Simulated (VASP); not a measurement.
Output of a VASP run:

**OSZICAR**
```
       N       E                     dE             d eps       ncg     rms          rms(c)
DAV:   1     0.314053761476E+03    0.31405E+03   -0.16892E+04  5610   0.162E+03
DAV:   2    -0.138747745636E+02   -0.32793E+03   -0.32503E+03  6124   0.459E+02
DAV:   3    -0.220404973516E+02   -0.81657E+01   -0.80041E+01  6725   0.828E+01
DAV:   4    -0.221129223906E+02   -0.72425E-01   -0.71472E-01  6288   0.792E+00
DAV:   5    -0.221135208451E+02   -0.59845E-03   -0.58103E-03  6245   0.695E-01    0.244E+01
DAV:   6    -0.208459682970E+02    0.12676E+01   -0.30317E+00  5979   0.174E+01    0.779E+00
DAV:   7    -0.206921293093E+02    0.15384E+00   -0.59635E-01  6337   0.704E+00    0.917E-01
DAV:   8    -0.206826374196E+02    0.94919E-02   -0.11181E-02  5795   0.114E+00    0.181E-01
DAV:   9    -0.206828000378E+02   -0.16262E-03   -0.31752E-04  6656   0.159E-01    0.197E-02
DAV:  10    -0.206827865971E+02    0.13441E-04   -0.11545E-05  5917   0.313E-02    0.105E-02
DAV:  11    -0.206827894633E+02   -0.28661E-05   -0.83422E-07  5839   0.942E-03    0.944E-04
DAV:  12    -0.206827880670E+02    0.13962E-05   -0.48440E-08  2930   0.182E-03    0.203E-04
DAV:  13    -0.206827877708E+02    0.29626E-06   -0.77696E-09  2847   0.648E-04    0.644E-05
DAV:  14    -0.206827877702E+02    0.57389E-09   -0.13564E-09  2839   0.234E-04
   1 F= -.21979118E+02 E0= -.21979118E+02  d E =0.000000E+00
```

File OUTCAR:
```
------------------------ aborting loop because EDIFF is reached ----------------------------------------
 Edisp (eV)   -1.29633
  FORCE on cell =-STRESS in cart. coord.  units (eV):
  Direction    XX          YY          ZZ          XY          YZ          ZX
  --------------------------------------------------------------------------------------
  Total       0.06581     0.06581     0.02696     0.00000    -0.00000     0.00000
  in kB       3.75089     3.75089     1.53631     0.00000    -0.00000     0.00000
  external pressure =        3.01 kB  Pullay stress =        0.00 kB
  volume of cell :       28.11
      direct lattice vectors                 reciprocal lattice vectors
     1.363106667 -2.360970391  0.000000000     0.366809152 -0.211777328  0.000000000
     1.363106667  2.360970391  0.000000000     0.366809152  0.211777328  0.000000000
     0.000000000  0.000000000  4.367421624     0.000000000  0.000000000  0.228968047
 POSITION                                       TOTAL-FORCE (eV/Angst)
 -----------------------------------------------------------------------------------
      1.36311      0.78699      1.09186         0.000000      0.000000      0.000000
      1.36311     -0.78699      3.27557         0.000000      0.000000      0.000000
 -----------------------------------------------------------------------------------
    total drift:                               -0.000000      0.000609     -0.000043
  FREE ENERGIE OF THE ION-ELECTRON SYSTEM (eV)
  ---------------------------------------------------
  free  energy   TOTEN  =       -21.9791182238 eV

  energy  without entropy=      -21.9791182238  energy(sigma->0) =      -21.97911822

 total charge

# of ion       s       p       d       tot
------------------------------------------
    1        0.488   6.507   5.151  12.146
    2        0.488   6.507   5.151  12.146
--------------------------------------------------
tot          0.975  13.014  10.302  24.291
```
(Selected blocks of OUTCAR.)

**POSCAR**
```
Tc
1
    1.3631066672    -2.3609703915    -0.0000000000
    1.3631066672     2.3609703915     0.0000000000
    0.0000000000    -0.0000000000     4.3674216241
Tc
2
Direct
  0.3333330000   0.6666670000   0.2500000000
  0.6666670000   0.3333330000   0.7500000000
```

**Question.** Reconstruct the remaining input files.

**Answer.** One answer among several that fit: the input of the run itself, PBE GGA with D3 dispersion (Becke-Johnson damping), plane waves, VASP's PBE PAW potentials (set 64).

INCAR:
```
# general
SYSTEM  = Tc
PREC    = Accurate
ENCUT   = 520
LREAL   = F
LASPH   = T

# electronic loop
EDIFF   = 1E-7
NELM    = 100
ALGO    = Normal
LMAXMIX = 4

# smearing
ISMEAR  = -5

# functional
GGA     = PE
IVDW    = 12

# ions
ISIF    = 2

# output
LWAVE   = F
LCHARG  = T
LORBIT  = 11
NEDOS   = 601
```

KPOINTS:
```
kpoints
0
G
17 17 9
0 0 0
```

POTCAR, in this order: Tc_pv (PBE.64 set). Program: vasp_std.

For a metal the tetrahedron method with Blöchl corrections gives inexact stress and forces.

The compound is Tc in the hcp structure. It was relaxed first.
